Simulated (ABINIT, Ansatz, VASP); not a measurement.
**Al2Cu (I4/mmm, 3 atoms in the cell) computed with different codes at matched settings**

Self-consistent single point.

```yaml
crystal:
  lattice:
    - [-2.03034, 2.03034, 2.85109]
    - [2.03034, -2.03034, 2.85109]
    - [2.03034, 2.03034, -2.85109]
  atoms:
    - { symbol: Al, position: [0.75000, 0.25000, 0.50000] }
    - { symbol: Al, position: [0.25000, 0.75000, 0.50000] }
    - { symbol: Cu, position: [0.50000, 0.50000, 0.00000] }
```

All programs got the same cell, k-point mesh and kind of occupations (in Ansatz's words: kpoints.mp_grid.grid = 9 9 9; scf.occupations.method = gaussian; scf.occupations.width = 0.05 eV); potentials, basis and cutoffs are each program's usual ones.

```tsv
code	model	pressure (GPa)	cutoff
ABINIT	PBEsol, PAW (JTH v2.0 PBE PAW, files made for PBE)	0.03	30 Ha
Ansatz	PBEsol, default PAW files made with PBE	-0.16	default
VASP	PBEsol, VASP's PBE PAW potentials (set 64)	-0.72	300 eV
```

The spread over the programs that give each value: pressure within 0.75 GPa.

The starting cell comes from a database of computed structures (which also holds hypothetical and non-ambient phases and stackings), without a prior relaxation at this level. On Ansatz's run: Spin polarisation is off.

Task: Why do the programs differ, and what cannot be compared?

Result: Differences of this kind can come from the potentials, where these differ, and from what each basis and cutoff leave unconverged. The valence holds different numbers of electrons (ABINIT 25, Ansatz (a quantum-chemistry and plane-wave program) 25, VASP 17). The zero of total energies and Fermi levels follows the potentials and each program's conventions, so they are not compared here. Ansatz's pressure is given at a fixed set of plane waves, as the other plane-wave codes print theirs; with its correction for the finite basis it is -0.10 GPa.

VASP's run is marked for a possible Pulay error in its stress at this cutoff; no cutoff test was made.

Left out of this page: Quantum ESPRESSO, GPAW, Elk, FLEUR and SIESTA (not drawn, or without a comparable value).

Keys are those of Ansatz 0.2.
